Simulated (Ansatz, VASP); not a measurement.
## Ge (Germanium) in two plane-wave programs

One calculation is typed for both programs; each brings its own data sets. How far apart do they land? The cell is taken from a series of runs on this material, whose earlier steps may have relaxed, scaled, displaced or heated it; both programs get it as it stands.

Method: plane waves, with VASP 6.6.1 beside it; zone-centre phonons at LDA, in Ansatz 0.2.0.

## 1. Starting point

Symmetry: Fd-3m, No. 227, cubic system. Conventional cell: a = 5.507 Å, b = 5.507 Å, c = 5.507 Å, α = 90.00°, β = 90.00°, γ = 90.00°. Nearest to Ge lie 4 Ge at 2.38 Å.

## 2. VASP: zone-centre phonons, LDA

Second derivatives magnify differences that forces hide, and they need a tight electronic threshold.

Lines of VASP's logs that name or quote its potential files are left out, and so is its time.

File INCAR:

```
SYSTEM = Ge
PREC = Accurate
ENCUT = 500
EDIFF = 1E-08
NELM = 120
ISMEAR = 0
SIGMA = 0.015
LREAL = .FALSE.
ALGO = Normal
GGA = CA
NBANDS = 20
LORBIT = 11
LWAVE = .FALSE.
LCHARG = .FALSE.
ISIF = 2
ISYM = 2
IBRION = 8
LASPH = .TRUE.
GGA_COMPAT = .FALSE.
EFERMI = MIDGAP
KPAR = 2
```

File POSCAR:

```
Ge
1.0
   -0.0001269187      2.7533010190      2.7533010190
    2.7533010190     -0.0001269187      2.7533010190
    2.7533010190      2.7533010190     -0.0001269187
Ge
2
Direct
    0.4999828045      0.4999828045      0.4999828045
    0.7500171955      0.7500171955      0.7500171955
```

File KPOINTS:

```
Points of the shifted mesh
1728
Reciprocal
 0.0416666667  0.0416666667  0.0416666667 1
 0.0416666667  0.0416666667  0.1250000000 1
 0.0416666667  0.0416666667  0.2083333333 1
 0.0416666667  0.0416666667  0.2916666667 1
 0.0416666667  0.0416666667  0.3750000000 1
 0.0416666667  0.0416666667  0.4583333333 1
 0.0416666667  0.0416666667  0.5416666667 1
 0.0416666667  0.0416666667  0.6250000000 1
 0.0416666667  0.0416666667  0.7083333333 1
 0.0416666667  0.0416666667  0.7916666667 1
 0.0416666667  0.0416666667  0.8750000000 1
 0.0416666667  0.0416666667  0.9583333333 1
 0.0416666667  0.1250000000  0.0416666667 1
 0.0416666667  0.1250000000  0.1250000000 1
 0.0416666667  0.1250000000  0.2083333333 1
 0.0416666667  0.1250000000  0.2916666667 1
 0.0416666667  0.1250000000  0.3750000000 1
 0.0416666667  0.1250000000  0.4583333333 1
 0.0416666667  0.1250000000  0.5416666667 1
 0.0416666667  0.1250000000  0.6250000000 1
 0.0416666667  0.1250000000  0.7083333333 1
 0.0416666667  0.1250000000  0.7916666667 1
 0.0416666667  0.1250000000  0.8750000000 1
 0.0416666667  0.1250000000  0.9583333333 1
 0.0416666667  0.2083333333  0.0416666667 1
 0.0416666667  0.2083333333  0.1250000000 1
 0.0416666667  0.2083333333  0.2083333333 1
 0.0416666667  0.2083333333  0.2916666667 1
 0.0416666667  0.2083333333  0.3750000000 1
 0.0416666667  0.2083333333  0.4583333333 1
 0.0416666667  0.2083333333  0.5416666667 1
 0.0416666667  0.2083333333  0.6250000000 1
 0.0416666667  0.2083333333  0.7083333333 1
 0.0416666667  0.2083333333  0.7916666667 1
 0.0416666667  0.2083333333  0.8750000000 1
 0.0416666667  0.2083333333  0.9583333333 1
 0.0416666667  0.2916666667  0.0416666667 1
 0.0416666667  0.2916666667  0.1250000000 1
 0.0416666667  0.2916666667  0.2083333333 1
 0.0416666667  0.2916666667  0.2916666667 1
 0.0416666667  0.2916666667  0.3750000000 1
 0.0416666667  0.2916666667  0.4583333333 1
 0.0416666667  0.2916666667  0.5416666667 1
 0.0416666667  0.2916666667  0.6250000000 1
 0.0416666667  0.2916666667  0.7083333333 1
 0.0416666667  0.2916666667  0.7916666667 1
 0.0416666667  0.2916666667  0.8750000000 1
 0.0416666667  0.2916666667  0.9583333333 1
 0.0416666667  0.3750000000  0.0416666667 1
 0.0416666667  0.3750000000  0.1250000000 1
 0.0416666667  0.3750000000  0.2083333333 1
 0.0416666667  0.3750000000  0.2916666667 1
 0.0416666667  0.3750000000  0.3750000000 1
 0.0416666667  0.3750000000  0.4583333333 1
 0.0416666667  0.3750000000  0.5416666667 1
 0.0416666667  0.3750000000  0.6250000000 1
 0.0416666667  0.3750000000  0.7083333333 1
 0.0416666667  0.3750000000  0.7916666667 1
 0.0416666667  0.3750000000  0.8750000000 1
 0.0416666667  0.3750000000  0.9583333333 1
 0.0416666667  0.4583333333  0.0416666667 1
 0.0416666667  0.4583333333  0.1250000000 1
 0.0416666667  0.4583333333  0.2083333333 1
 0.0416666667  0.4583333333  0.2916666667 1
 0.0416666667  0.4583333333  0.3750000000 1
 0.0416666667  0.4583333333  0.4583333333 1
 0.0416666667  0.4583333333  0.5416666667 1
 0.0416666667  0.4583333333  0.6250000000 1
 0.0416666667  0.4583333333  0.7083333333 1
 0.0416666667  0.4583333333  0.7916666667 1
 0.0416666667  0.4583333333  0.8750000000 1
 0.0416666667  0.4583333333  0.9583333333 1
 0.0416666667  0.5416666667  0.0416666667 1
 0.0416666667  0.5416666667  0.1250000000 1
 0.0416666667  0.5416666667  0.2083333333 1
 0.0416666667  0.5416666667  0.2916666667 1
 0.0416666667  0.5416666667  0.3750000000 1
 0.0416666667  0.5416666667  0.4583333333 1
 0.0416666667  0.5416666667  0.5416666667 1
 0.0416666667  0.5416666667  0.6250000000 1
 0.0416666667  0.5416666667  0.7083333333 1
 0.0416666667  0.5416666667  0.7916666667 1
 0.0416666667  0.5416666667  0.8750000000 1
 0.0416666667  0.5416666667  0.9583333333 1
 0.0416666667  0.6250000000  0.0416666667 1
 0.0416666667  0.6250000000  0.1250000000 1
 0.0416666667  0.6250000000  0.2083333333 1
 0.0416666667  0.6250000000  0.2916666667 1
 0.0416666667  0.6250000000  0.3750000000 1
 0.0416666667  0.6250000000  0.4583333333 1
 0.0416666667  0.6250000000  0.5416666667 1
 0.0416666667  0.6250000000  0.6250000000 1
 0.0416666667  0.6250000000  0.7083333333 1
 0.0416666667  0.6250000000  0.7916666667 1
 0.0416666667  0.6250000000  0.8750000000 1
 0.0416666667  0.6250000000  0.9583333333 1
 0.0416666667  0.7083333333  0.0416666667 1
 0.0416666667  0.7083333333  0.1250000000 1
 0.0416666667  0.7083333333  0.2083333333 1
 0.0416666667  0.7083333333  0.2916666667 1
 0.0416666667  0.7083333333  0.3750000000 1
 0.0416666667  0.7083333333  0.4583333333 1
 0.0416666667  0.7083333333  0.5416666667 1
 0.0416666667  0.7083333333  0.6250000000 1
 0.0416666667  0.7083333333  0.7083333333 1
 0.0416666667  0.7083333333  0.7916666667 1
 0.0416666667  0.7083333333  0.8750000000 1
 0.0416666667  0.7083333333  0.9583333333 1
 0.0416666667  0.7916666667  0.0416666667 1
 0.0416666667  0.7916666667  0.1250000000 1
 0.0416666667  0.7916666667  0.2083333333 1
 0.0416666667  0.7916666667  0.2916666667 1
[... 1390 lines left out ...]
 0.8750000000  0.4583333333  0.1250000000 1
 0.8750000000  0.4583333333  0.2083333333 1
 0.8750000000  0.4583333333  0.2916666667 1
 0.8750000000  0.4583333333  0.3750000000 1
 0.8750000000  0.4583333333  0.4583333333 1
 0.8750000000  0.4583333333  0.5416666667 1
 0.8750000000  0.4583333333  0.6250000000 1
 0.8750000000  0.4583333333  0.7083333333 1
 0.8750000000  0.4583333333  0.7916666667 1
 0.8750000000  0.4583333333  0.8750000000 1
 0.8750000000  0.4583333333  0.9583333333 1
 0.8750000000  0.5416666667  0.0416666667 1
 0.8750000000  0.5416666667  0.1250000000 1
 0.8750000000  0.5416666667  0.2083333333 1
 0.8750000000  0.5416666667  0.2916666667 1
 0.8750000000  0.5416666667  0.3750000000 1
 0.8750000000  0.5416666667  0.4583333333 1
 0.8750000000  0.5416666667  0.5416666667 1
 0.8750000000  0.5416666667  0.6250000000 1
 0.8750000000  0.5416666667  0.7083333333 1
 0.8750000000  0.5416666667  0.7916666667 1
 0.8750000000  0.5416666667  0.8750000000 1
 0.8750000000  0.5416666667  0.9583333333 1
 0.8750000000  0.6250000000  0.0416666667 1
 0.8750000000  0.6250000000  0.1250000000 1
 0.8750000000  0.6250000000  0.2083333333 1
 0.8750000000  0.6250000000  0.2916666667 1
 0.8750000000  0.6250000000  0.3750000000 1
 0.8750000000  0.6250000000  0.4583333333 1
 0.8750000000  0.6250000000  0.5416666667 1
 0.8750000000  0.6250000000  0.6250000000 1
 0.8750000000  0.6250000000  0.7083333333 1
 0.8750000000  0.6250000000  0.7916666667 1
 0.8750000000  0.6250000000  0.8750000000 1
 0.8750000000  0.6250000000  0.9583333333 1
 0.8750000000  0.7083333333  0.0416666667 1
 0.8750000000  0.7083333333  0.1250000000 1
 0.8750000000  0.7083333333  0.2083333333 1
 0.8750000000  0.7083333333  0.2916666667 1
 0.8750000000  0.7083333333  0.3750000000 1
 0.8750000000  0.7083333333  0.4583333333 1
 0.8750000000  0.7083333333  0.5416666667 1
 0.8750000000  0.7083333333  0.6250000000 1
 0.8750000000  0.7083333333  0.7083333333 1
 0.8750000000  0.7083333333  0.7916666667 1
 0.8750000000  0.7083333333  0.8750000000 1
 0.8750000000  0.7083333333  0.9583333333 1
 0.8750000000  0.7916666667  0.0416666667 1
 0.8750000000  0.7916666667  0.1250000000 1
 0.8750000000  0.7916666667  0.2083333333 1
 0.8750000000  0.7916666667  0.2916666667 1
 0.8750000000  0.7916666667  0.3750000000 1
 0.8750000000  0.7916666667  0.4583333333 1
 0.8750000000  0.7916666667  0.5416666667 1
 0.8750000000  0.7916666667  0.6250000000 1
 0.8750000000  0.7916666667  0.7083333333 1
 0.8750000000  0.7916666667  0.7916666667 1
 0.8750000000  0.7916666667  0.8750000000 1
 0.8750000000  0.7916666667  0.9583333333 1
 0.8750000000  0.8750000000  0.0416666667 1
 0.8750000000  0.8750000000  0.1250000000 1
 0.8750000000  0.8750000000  0.2083333333 1
 0.8750000000  0.8750000000  0.2916666667 1
 0.8750000000  0.8750000000  0.3750000000 1
 0.8750000000  0.8750000000  0.4583333333 1
 0.8750000000  0.8750000000  0.5416666667 1
 0.8750000000  0.8750000000  0.6250000000 1
 0.8750000000  0.8750000000  0.7083333333 1
 0.8750000000  0.8750000000  0.7916666667 1
 0.8750000000  0.8750000000  0.8750000000 1
 0.8750000000  0.8750000000  0.9583333333 1
 0.8750000000  0.9583333333  0.0416666667 1
 0.8750000000  0.9583333333  0.1250000000 1
 0.8750000000  0.9583333333  0.2083333333 1
 0.8750000000  0.9583333333  0.2916666667 1
 0.8750000000  0.9583333333  0.3750000000 1
 0.8750000000  0.9583333333  0.4583333333 1
 0.8750000000  0.9583333333  0.5416666667 1
 0.8750000000  0.9583333333  0.6250000000 1
 0.8750000000  0.9583333333  0.7083333333 1
 0.8750000000  0.9583333333  0.7916666667 1
 0.8750000000  0.9583333333  0.8750000000 1
 0.8750000000  0.9583333333  0.9583333333 1
 0.9583333333  0.0416666667  0.0416666667 1
 0.9583333333  0.0416666667  0.1250000000 1
 0.9583333333  0.0416666667  0.2083333333 1
 0.9583333333  0.0416666667  0.2916666667 1
 0.9583333333  0.0416666667  0.3750000000 1
 0.9583333333  0.0416666667  0.4583333333 1
 0.9583333333  0.0416666667  0.5416666667 1
 0.9583333333  0.0416666667  0.6250000000 1
 0.9583333333  0.0416666667  0.7083333333 1
 0.9583333333  0.0416666667  0.7916666667 1
 0.9583333333  0.0416666667  0.8750000000 1
 0.9583333333  0.0416666667  0.9583333333 1
 0.9583333333  0.1250000000  0.0416666667 1
 0.9583333333  0.1250000000  0.1250000000 1
 0.9583333333  0.1250000000  0.2083333333 1
 0.9583333333  0.1250000000  0.2916666667 1
 0.9583333333  0.1250000000  0.3750000000 1
 0.9583333333  0.1250000000  0.4583333333 1
 0.9583333333  0.1250000000  0.5416666667 1
 0.9583333333  0.1250000000  0.6250000000 1
 0.9583333333  0.1250000000  0.7083333333 1
 0.9583333333  0.1250000000  0.7916666667 1
 0.9583333333  0.1250000000  0.8750000000 1
 0.9583333333  0.1250000000  0.9583333333 1
 0.9583333333  0.2083333333  0.0416666667 1
 0.9583333333  0.2083333333  0.1250000000 1
 0.9583333333  0.2083333333  0.2083333333 1
 0.9583333333  0.2083333333  0.2916666667 1
 0.9583333333  0.2083333333  0.3750000000 1
 0.9583333333  0.2083333333  0.4583333333 1
 0.9583333333  0.2083333333  0.5416666667 1
 0.9583333333  0.2083333333  0.6250000000 1
 0.9583333333  0.2083333333  0.7083333333 1
 0.9583333333  0.2083333333  0.7916666667 1
 0.9583333333  0.2083333333  0.8750000000 1
 0.9583333333  0.2083333333  0.9583333333 1
 0.9583333333  0.2916666667  0.0416666667 1
 0.9583333333  0.2916666667  0.1250000000 1
 0.9583333333  0.2916666667  0.2083333333 1
 0.9583333333  0.2916666667  0.2916666667 1
 0.9583333333  0.2916666667  0.3750000000 1
 0.9583333333  0.2916666667  0.4583333333 1
 0.9583333333  0.2916666667  0.5416666667 1
 0.9583333333  0.2916666667  0.6250000000 1
 0.9583333333  0.2916666667  0.7083333333 1
 0.9583333333  0.2916666667  0.7916666667 1
 0.9583333333  0.2916666667  0.8750000000 1
 0.9583333333  0.2916666667  0.9583333333 1
 0.9583333333  0.3750000000  0.0416666667 1
 0.9583333333  0.3750000000  0.1250000000 1
 0.9583333333  0.3750000000  0.2083333333 1
 0.9583333333  0.3750000000  0.2916666667 1
 0.9583333333  0.3750000000  0.3750000000 1
 0.9583333333  0.3750000000  0.4583333333 1
 0.9583333333  0.3750000000  0.5416666667 1
 0.9583333333  0.3750000000  0.6250000000 1
 0.9583333333  0.3750000000  0.7083333333 1
 0.9583333333  0.3750000000  0.7916666667 1
 0.9583333333  0.3750000000  0.8750000000 1
 0.9583333333  0.3750000000  0.9583333333 1
 0.9583333333  0.4583333333  0.0416666667 1
 0.9583333333  0.4583333333  0.1250000000 1
 0.9583333333  0.4583333333  0.2083333333 1
 0.9583333333  0.4583333333  0.2916666667 1
 0.9583333333  0.4583333333  0.3750000000 1
 0.9583333333  0.4583333333  0.4583333333 1
 0.9583333333  0.4583333333  0.5416666667 1
 0.9583333333  0.4583333333  0.6250000000 1
 0.9583333333  0.4583333333  0.7083333333 1
 0.9583333333  0.4583333333  0.7916666667 1
 0.9583333333  0.4583333333  0.8750000000 1
 0.9583333333  0.4583333333  0.9583333333 1
 0.9583333333  0.5416666667  0.0416666667 1
 0.9583333333  0.5416666667  0.1250000000 1
 0.9583333333  0.5416666667  0.2083333333 1
 0.9583333333  0.5416666667  0.2916666667 1
 0.9583333333  0.5416666667  0.3750000000 1
 0.9583333333  0.5416666667  0.4583333333 1
 0.9583333333  0.5416666667  0.5416666667 1
 0.9583333333  0.5416666667  0.6250000000 1
 0.9583333333  0.5416666667  0.7083333333 1
 0.9583333333  0.5416666667  0.7916666667 1
 0.9583333333  0.5416666667  0.8750000000 1
 0.9583333333  0.5416666667  0.9583333333 1
 0.9583333333  0.6250000000  0.0416666667 1
 0.9583333333  0.6250000000  0.1250000000 1
 0.9583333333  0.6250000000  0.2083333333 1
 0.9583333333  0.6250000000  0.2916666667 1
 0.9583333333  0.6250000000  0.3750000000 1
 0.9583333333  0.6250000000  0.4583333333 1
 0.9583333333  0.6250000000  0.5416666667 1
 0.9583333333  0.6250000000  0.6250000000 1
 0.9583333333  0.6250000000  0.7083333333 1
 0.9583333333  0.6250000000  0.7916666667 1
 0.9583333333  0.6250000000  0.8750000000 1
 0.9583333333  0.6250000000  0.9583333333 1
 0.9583333333  0.7083333333  0.0416666667 1
 0.9583333333  0.7083333333  0.1250000000 1
 0.9583333333  0.7083333333  0.2083333333 1
 0.9583333333  0.7083333333  0.2916666667 1
 0.9583333333  0.7083333333  0.3750000000 1
 0.9583333333  0.7083333333  0.4583333333 1
 0.9583333333  0.7083333333  0.5416666667 1
 0.9583333333  0.7083333333  0.6250000000 1
 0.9583333333  0.7083333333  0.7083333333 1
 0.9583333333  0.7083333333  0.7916666667 1
 0.9583333333  0.7083333333  0.8750000000 1
 0.9583333333  0.7083333333  0.9583333333 1
 0.9583333333  0.7916666667  0.0416666667 1
 0.9583333333  0.7916666667  0.1250000000 1
 0.9583333333  0.7916666667  0.2083333333 1
 0.9583333333  0.7916666667  0.2916666667 1
 0.9583333333  0.7916666667  0.3750000000 1
 0.9583333333  0.7916666667  0.4583333333 1
 0.9583333333  0.7916666667  0.5416666667 1
 0.9583333333  0.7916666667  0.6250000000 1
 0.9583333333  0.7916666667  0.7083333333 1
 0.9583333333  0.7916666667  0.7916666667 1
 0.9583333333  0.7916666667  0.8750000000 1
 0.9583333333  0.7916666667  0.9583333333 1
 0.9583333333  0.8750000000  0.0416666667 1
 0.9583333333  0.8750000000  0.1250000000 1
 0.9583333333  0.8750000000  0.2083333333 1
 0.9583333333  0.8750000000  0.2916666667 1
 0.9583333333  0.8750000000  0.3750000000 1
 0.9583333333  0.8750000000  0.4583333333 1
 0.9583333333  0.8750000000  0.5416666667 1
 0.9583333333  0.8750000000  0.6250000000 1
 0.9583333333  0.8750000000  0.7083333333 1
 0.9583333333  0.8750000000  0.7916666667 1
 0.9583333333  0.8750000000  0.8750000000 1
 0.9583333333  0.8750000000  0.9583333333 1
 0.9583333333  0.9583333333  0.0416666667 1
 0.9583333333  0.9583333333  0.1250000000 1
 0.9583333333  0.9583333333  0.2083333333 1
 0.9583333333  0.9583333333  0.2916666667 1
 0.9583333333  0.9583333333  0.3750000000 1
 0.9583333333  0.9583333333  0.4583333333 1
 0.9583333333  0.9583333333  0.5416666667 1
 0.9583333333  0.9583333333  0.6250000000 1
 0.9583333333  0.9583333333  0.7083333333 1
 0.9583333333  0.9583333333  0.7916666667 1
 0.9583333333  0.9583333333  0.8750000000 1
 0.9583333333  0.9583333333  0.9583333333 1
```

The projector-augmented-wave data sets are Ge_d (LDA family, release 64).

The run is started by

```bash
$ mpirun -np 2 vasp_std
```

Numbers of over 12 decimals in the logs are rounded to 6 here.

Output:

```text
[banner, memory and clock lines left out]
running    2 mpi-ranks, on    1 nodes
 distrk:  each k-point on    1 cores,    2 groups
 distr:  one band on    1 cores,    1 groups

 POSCAR found type information on POSCAR Ge
 POSCAR found :  1 types and       2 ions
 LDA part: xc-table for (Slater(with rela. corr.)+CA(PZ))
 , standard interpolation
 POSCAR, INCAR and KPOINTS ok, starting setup
 FFT: planning ... GRIDC
 FFT: planning ... GRID_SOFT
 FFT: planning ... GRID
 WAVECAR not read
 entering main loop
       N       E                     dE             d eps       ncg     rms          rms(c)
DAV:   1     0.181872256543E+03    0.18187E+03   -0.14646E+04 74644   0.379E+03
DAV:   2     0.142666329657E+02   -0.16761E+03   -0.16301E+03 69276   0.583E+02
DAV:   3    -0.981061953872E+01   -0.24077E+02   -0.23903E+02 77544   0.142E+02
DAV:   4    -0.105490038754E+02   -0.73838E+00   -0.73787E+00 77844   0.293E+01
DAV:   5    -0.105606329133E+02   -0.11629E-01   -0.11629E-01 77368   0.397E+00    0.367E+00
DAV:   6    -0.104174355665E+02    0.14320E+00   -0.46665E-02 76408   0.163E+00    0.210E+00
DAV:   7    -0.103471764301E+02    0.70259E-01   -0.91345E-02 74060   0.217E+00    0.147E-01
DAV:   8    -0.103479355781E+02   -0.75915E-03   -0.62191E-03 77820   0.813E-01    0.406E-02
DAV:   9    -0.103479567246E+02   -0.21147E-04   -0.97109E-05 79000   0.951E-02    0.144E-02
DAV:  10    -0.103479531917E+02    0.35330E-05   -0.89580E-06 87664   0.465E-02    0.428E-03
DAV:  11    -0.103479529241E+02    0.26759E-06   -0.13362E-06 75840   0.770E-03    0.169E-03
DAV:  12    -0.103479529061E+02    0.18002E-07   -0.93747E-08 93484   0.560E-03    0.405E-04
DAV:  13    -0.103479529064E+02   -0.28467E-09   -0.44994E-09 48292   0.617E-04
   1 F= -.10347953E+02 E0= -.10347953E+02  d E =-.687238E-79
 Linear response reoptimize wavefunctions to high precision
DAV:   1    -0.103479529063E+02    0.10641E-09   -0.68888E-10 47664   0.249E-04
DAV:   2    -0.103479529063E+02   -0.13642E-10   -0.11236E-10 39608   0.125E-04
 Linear response DOF=           1
 Linear response progress:
  Degree of freedom:   1/  1
       N       E                     dE             d eps       ncg     rms          rms(c)
RMM:   1    -0.187664953114E+00   -0.18766E+00    0.89049E+00 83029   0.458E+01
RMM:   2    -0.195318890991E+00   -0.76539E-02   -0.14840E-02111624   0.120E+00    0.821E-02
RMM:   3    -0.195429287319E+00   -0.11040E-03   -0.10643E-03119914   0.332E-01    0.473E-02
RMM:   4    -0.195412794338E+00    0.16493E-04   -0.70444E-05126790   0.840E-02    0.497E-03
RMM:   5    -0.195419791505E+00   -0.69972E-05   -0.29249E-06121787   0.187E-02    0.264E-03
RMM:   6    -0.195430506070E+00   -0.10715E-04   -0.13771E-07124298   0.512E-03    0.321E-04
RMM:   7    -0.195429810304E+00    0.69577E-06   -0.76346E-09126761   0.156E-03    0.185E-04
RMM:   8    -0.195429130287E+00    0.68002E-06   -0.14209E-09127597   0.546E-04    0.352E-05
RMM:   9    -0.195428975428E+00    0.15486E-06    0.20402E-08129453   0.237E-04    0.154E-05
RMM:  10    -0.195429044181E+00   -0.68753E-07    0.30238E-09130830   0.111E-04    0.462E-06
RMM:  11    -0.195429056085E+00   -0.11904E-07   -0.57752E-09132401   0.632E-05    0.220E-06
RMM:  12    -0.195429071790E+00   -0.15705E-07   -0.33747E-09129256   0.427E-05    0.120E-06
RMM:  13    -0.195429083043E+00   -0.11253E-07    0.40601E-10116253   0.337E-05    0.138E-07
RMM:  14    -0.195429082269E+00    0.77470E-09   -0.10020E-09 92192   0.291E-05    0.142E-07
 first order change of Fermi-energy   0.22915E+01
 force on displaced ion       1 direction 1 : -13.357   0.002   0.002
 Linear response finished
```

(Part 1 of 2 ends here.)

[Lines on the potential files, build, host, timing and source positions are cut from VASP's logs without a mark.]

[Logs are printed without paths, hosts, clocks, repeated set-up lines and the standing remarks that a program may print on its own settings, such as how far it seeks lower states.]

[Hosts, paths, dates, database ids (printed as entryN), source tags and the programs' standing remarks are cut or masked in the printed files.]
